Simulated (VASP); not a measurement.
Level of theory: LDA (Ceperley-Alder, Perdew-Zunger), VASP's LDA PAW potentials (set 64) (plane waves; VASP 6.6.1).

A VASP calculation is set up with these files.

### INCAR
```
SYSTEM = SrVO3
PREC = Accurate; ENCUT = 620; LREAL = .False.
LASPH = .True.
EDIFF = 1E-6; NELM = 100; ALGO = Normal
LMAXMIX = 4
ISMEAR = 1; SIGMA = 0.1
IBRION = 2; NSW = 40; ISIF = 3
EDIFFG = -0.02; PSTRESS = 200
LWAVE = .False.; LCHARG = .False.
```

**POSCAR**
```
SrVO3
1.0
  3.6840662489   0.0000000000   0.0000000000
  0.0000000000   3.6840662489   0.0000000000
  0.0000000000   0.0000000000   3.6840662489
Sr V O
1 1 3
Cartesian
  0.0000000000   0.0000000000   0.0000000000
  1.8420331244   1.8420331244   1.8420331244
  1.8420331244   0.0000000000   1.8420331244
  0.0000000000   1.8420331244   1.8420331244
  1.8420331244   1.8420331244   0.0000000000
```

### KPOINTS
```
Automatic mesh
0
Gamma
8 8 8
0 0 0
```

POTCAR, in this order: Sr_sv V_sv O (LDA.64 set). Program: vasp_std.

The resulting files:

### OSZICAR
```
       N       E                     dE             d eps       ncg     rms          rms(c)
DAV:   1     0.509371062084E+03    0.50937E+03   -0.26815E+04  1680   0.210E+03
DAV:   2    -0.157194668657E+02   -0.52509E+03   -0.51904E+03  2088   0.549E+02
DAV:   3    -0.522196379681E+02   -0.36500E+02   -0.36339E+02  1856   0.144E+02
DAV:   4    -0.532703654353E+02   -0.10507E+01   -0.10504E+01  2928   0.228E+01
DAV:   5    -0.532819712307E+02   -0.11606E-01   -0.11605E-01  2096   0.189E+00    0.512E+01
DAV:   6    -0.445470166054E+02    0.87350E+01   -0.82308E+01  2360   0.785E+01    0.219E+01
DAV:   7    -0.439315598113E+02    0.61546E+00   -0.20851E+01  1936   0.450E+01    0.221E+01
DAV:   8    -0.434648513822E+02    0.46671E+00   -0.35845E+00  1928   0.194E+01    0.198E+00
DAV:   9    -0.434485465460E+02    0.16305E-01   -0.18763E-01  2056   0.411E+00    0.717E-01
DAV:  10    -0.434478656168E+02    0.68093E-03   -0.15891E-02  2320   0.109E+00    0.281E-01
DAV:  11    -0.434478746395E+02   -0.90227E-05   -0.11286E-03  2000   0.279E-01    0.119E-01
DAV:  12    -0.434478325926E+02    0.42047E-04   -0.19148E-04  2240   0.114E-01    0.280E-02
DAV:  13    -0.434478308603E+02    0.17324E-05   -0.39577E-05  2104   0.659E-02    0.207E-02
DAV:  14    -0.434478304181E+02    0.44221E-06   -0.27146E-06  1536   0.154E-02
   1 F= -.37206147E+02 E0= -.37205302E+02  d E =-.372061E+02
```

**OUTCAR**
```
------------------------ aborting loop because EDIFF is reached ----------------------------------------
  FORCE on cell =-STRESS in cart. coord.  units (eV):
  Direction    XX          YY          ZZ          XY          YZ          ZX
  --------------------------------------------------------------------------------------
  Total        6.2110072      6.2110072      6.2110072      0.0000000      0.0000000     -0.0000000
  in kB      199.0170679    199.0170679    199.0170679      0.0000000      0.0000000     -0.0000000
  external PRESSURE =      -0.9829321 kB  Pullay stress =     200.0000000 kB
  volume of cell :       50.00
      direct lattice vectors                 reciprocal lattice vectors
     3.684066249  0.000000000  0.000000000     0.271439201  0.000000000  0.000000000
     0.000000000  3.684066249  0.000000000     0.000000000  0.271439201  0.000000000
     0.000000000  0.000000000  3.684066249     0.000000000  0.000000000  0.271439201
 POSITION                                       TOTAL-FORCE (eV/Angst)
 -----------------------------------------------------------------------------------
      0.00000      0.00000      0.00000         0.000000      0.000000      0.000000
      1.84203      1.84203      1.84203         0.000000      0.000000      0.000000
      1.84203      0.00000      1.84203         0.000000      0.000000      0.000000
      0.00000      1.84203      1.84203         0.000000      0.000000      0.000000
      1.84203      1.84203      0.00000         0.000000      0.000000      0.000000
 -----------------------------------------------------------------------------------
    total drift:                                0.000000      0.000000     -0.000000
  FREE ENERGIE OF THE ION-ELECTRON SYSTEM (eV)
  ---------------------------------------------------
  free  energy   TOTEN  =       -43.4478304181 eV

  energy  without entropy=      -43.4452943595  energy(sigma->0) =      -43.44698507
  enthalpy is  TOTEN    =       -37.2061474310 eV   P V=        6.2416829870

 reached required accuracy - stopping structural energy minimisation
```
(Selected blocks of OUTCAR.)

The compound is SrVO3 in the cubic perovskite structure. It was relaxed first under an external pressure of 20 GPa. The run is not spin-polarised, so no magnetic state was tried. The electron count is odd and the run is not spin-polarised, which forces a metal.
